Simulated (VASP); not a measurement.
Here is the system:

```xyz
8
Lattice="0.0000 3.2553 3.2553 3.2553 0.0000 3.2553 13.0129 13.0129 0.0085" Properties=species:S:1:pos:R:3 pbc="T T T"
Hg     3.2557     3.2557     6.5103
Hg     6.5091     6.5091     6.5123
Hg     6.5063     6.5063     0.0044
Te     1.6275     1.6275     1.6278
Te     4.8815     4.8815     1.6292
Te     8.1357     8.1357     1.6303
Te    11.3811    11.3811     1.6403
Cd    13.0164    13.0164     6.5157
```

The numbers are results of PBEsol GGA, VASP's PBE PAW potentials (set 64) (plane waves; VASP 6.6.1), not measurements. Settings: 400 eV cut-off, 9×9×3 Γ-centred mesh, tetrahedra with Blöchl corrections, potentials Hg Te Cd.

The cores are frozen, which limits the accuracy of field gradients.

Question: Give the principal components of the electric field gradient (V/Å²) and the asymmetry η at each nucleus.

Answer: 
```json
[
 {"atom": "Hg1", "Vxx": "-1.1", "Vyy": "-1.1", "Vzz": "2.3", "η": "0.00"},
 {"atom": "Hg2", "Vxx": "1.2", "Vyy": "1.2", "Vzz": "-2.4", "η": "0.00"},
 {"atom": "Hg3", "Vxx": "2.8", "Vyy": "2.8", "Vzz": "-5.5", "η": "0.00"},
 {"atom": "Te4", "Vxx": "1.1", "Vyy": "1.1", "Vzz": "-2.3", "η": "0.00"},
 {"atom": "Te5", "Vxx": "1.5", "Vyy": "1.5", "Vzz": "-3.1", "η": "0.00"},
 {"atom": "Te6", "Vxx": "34.7", "Vyy": "34.7", "Vzz": "-69.5", "η": "0.00"},
 {"atom": "Te7", "Vxx": "-34.2", "Vyy": "-34.2", "Vzz": "68.3", "η": "0.00"},
 {"atom": "Cd8", "Vxx": "-1.1", "Vyy": "-1.1", "Vzz": "2.2", "η": "0.00"}
]
```

The structure was generated: CdHg3Te4 was put into an ordered model structure (R3m), which need not be its known phase. It was relaxed first.
